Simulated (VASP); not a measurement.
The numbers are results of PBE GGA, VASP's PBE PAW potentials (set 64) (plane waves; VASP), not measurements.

VASP ran on this input.

**KPOINTS**
```
Automatic mesh
0
Gamma
11 11 8
0 0 0
```

**POSCAR**
```
NiSb
5.23260
  0.3830409357  -0.6634464702   0.0000000000
  0.3830409357   0.6634464702   0.0000000000
  0.0000000000   0.0000000000   1.0000000000
Ni Sb
2 2
Direct
  0.0000000000   0.0000000000   0.5000000000
  0.0000000000   0.0000000000   0.0000000000
  0.3333330000   0.6666670000   0.2500000000
  0.6666670000   0.3333330000   0.7500000000
```

INCAR:
```
# general
SYSTEM  = NiSb
PREC    = Accurate
ENCUT   = 400
LREAL   = .FALSE.
LASPH   = .TRUE.

# electronic loop
EDIFF   = 1E-6
NELM    = 100
ALGO    = Normal
LMAXMIX = 4

# smearing
ISMEAR  = 1
SIGMA   = 0.1

# functional
GGA     = PE

# ions
ISIF    = 2

# output
LWAVE   = .FALSE.
LCHARG  = .FALSE.
```

POTCAR, in this order: Ni Sb (PBE.64 set). Program: vasp_std.

The run wrote:

### OSZICAR
```
       N       E                     dE             d eps       ncg     rms          rms(c)
DAV:   1     0.150821063643E+03    0.15082E+03   -0.10582E+04  3040   0.130E+03
DAV:   2    -0.135017652059E+02   -0.16432E+03   -0.15972E+03  3070   0.295E+02
DAV:   3    -0.214586171190E+02   -0.79569E+01   -0.76627E+01  3561   0.781E+01
DAV:   4    -0.216871773822E+02   -0.22856E+00   -0.22698E+00  3425   0.128E+01
DAV:   5    -0.216945295715E+02   -0.73522E-02   -0.73493E-02  3674   0.241E+00    0.129E+01
DAV:   6    -0.248808815841E+02   -0.31864E+01   -0.37851E+01  3321   0.110E+02    0.187E+01
DAV:   7    -0.202836520110E+02    0.45972E+01   -0.13679E+01  3309   0.771E+01    0.372E+00
DAV:   8    -0.203377629635E+02   -0.54111E-01   -0.17538E+00  4225   0.124E+01    0.266E+00
DAV:   9    -0.202801317202E+02    0.57631E-01   -0.25688E-01  3422   0.855E+00    0.607E-01
DAV:  10    -0.202808019180E+02   -0.67020E-03   -0.74941E-03  3306   0.870E-01    0.487E-01
DAV:  11    -0.202805451565E+02    0.25676E-03   -0.70182E-04  3335   0.239E-01    0.138E-01
DAV:  12    -0.202803806283E+02    0.16453E-03   -0.57553E-04  4232   0.398E-01    0.407E-02
DAV:  13    -0.202803848422E+02   -0.42139E-05   -0.60892E-05  3220   0.584E-02    0.257E-02
DAV:  14    -0.202803848634E+02   -0.21229E-07   -0.18979E-06  2104   0.127E-02
   1 F= -.20280385E+02 E0= -.20279464E+02  d E =-.276123E-02
```

**OUTCAR**
```
------------------------ aborting loop because EDIFF is reached ----------------------------------------
  FORCE on cell =-STRESS in cart. coord.  units (eV):
  Direction    XX          YY          ZZ          XY          YZ          ZX
  --------------------------------------------------------------------------------------
  Total       -1.5838190     -1.5838195     -1.7022336      0.0000000     -0.0000000     -0.0000000
  in kB      -34.8483689    -34.8483803    -37.4538145      0.0000000     -0.0000000     -0.0000000
  external PRESSURE =     -35.7168546 kB  Pullay stress =       0.0000000 kB
  volume of cell :       72.82
      direct lattice vectors                 reciprocal lattice vectors
     2.004300000 -3.471550000  0.000000000     0.249463653 -0.144027884  0.000000000
     2.004300000  3.471550000  0.000000000     0.249463653  0.144027884  0.000000000
     0.000000000  0.000000000  5.232600000     0.000000000  0.000000000  0.191109582
 POSITION                                       TOTAL-FORCE (eV/Angst)
 -----------------------------------------------------------------------------------
      0.00000      0.00000      2.61630         0.000000      0.000000      0.000000
      0.00000      0.00000      0.00000        -0.000000     -0.000000      0.000000
      2.00430      1.15719      1.30815         0.000000     -0.000000     -0.000000
      2.00430     -1.15719      3.92445        -0.000000      0.000000      0.000000
 -----------------------------------------------------------------------------------
    total drift:                                0.000000      0.000000      0.000000
  FREE ENERGIE OF THE ION-ELECTRON SYSTEM (eV)
  ---------------------------------------------------
  free  energy   TOTEN  =       -20.2803848634 eV

  energy  without entropy=      -20.2776236323  energy(sigma->0) =      -20.27946445
```
(Selected blocks of OUTCAR.)

File OUTCAR:
```
 val. band max:        9.1357117136   @ k =   0.0000   0.0000   0.0000

 cond. band min:       9.1374259788   @ k =   0.3636   0.0909   0.0000


 Fermi energy:         9.1368483335

 k-point     1 :       0.0000    0.0000    0.0000
  band No.  band energies     occupation
      1      -3.3288      2.00000
      2       0.8234      2.00000
      3       3.2926      2.00000
      4       5.5349      2.00000
      5       5.5349      2.00000
      6       6.2809      2.00000
      7       6.8350      2.00000
      8       6.8350      2.00000
      9       7.2396      2.00000
     10       7.2396      2.00000
     11       7.9497      2.00000
     12       7.9497      2.00000
     13       9.1357      1.01924
     14       9.7280     -0.00000
     15       9.7280     -0.00000
     16      11.4954      0.00000
     17      11.4954      0.00000
     18      12.2519      0.00000
     19      12.9060      0.00000

 k-point     2 :       0.0909   -0.0000    0.0000
  band No.  band energies     occupation
      1      -3.2311      2.00000
      2       0.8199      2.00000
      3       3.4036      2.00000
      4       5.5117      2.00000
      5       5.5550      2.00000
      6       6.2408      2.00000
      7       6.7579      2.00000
      8       6.7945      2.00000
      9       7.1815      2.00000
     10       7.2575      2.00000
     11       7.9441      2.00000
     12       7.9503      2.00000
     13       8.9861      2.05461
     14       9.1070      1.48048
     15       9.3848     -0.00254
     16      10.9967     -0.00000
     17      11.8015      0.00000
     18      12.7621      0.00000
     19      13.1772      0.00000

 k-point     3 :       0.1818   -0.0000    0.0000
  band No.  band energies     occupation
      1      -2.9416      2.00000
      2       0.7886      2.00000
      3       3.7316      2.00000
      4       5.3617      2.00000
      5       5.6135      2.00000
      6       6.0484      2.00000
      7       6.5742      2.00000
...
```

Unless said otherwise, spin-orbit coupling is left out, though it shifts the bands of the heavy elements here.

The compound is NiSb in the NiAs type structure. The cell was not relaxed at this level. The run is one of a series of settings (KPOINTS 11×11×8 Γ-centred mesh against the base run), some of them coarse on purpose. The run is not spin-polarised, so no magnetic state was tried.
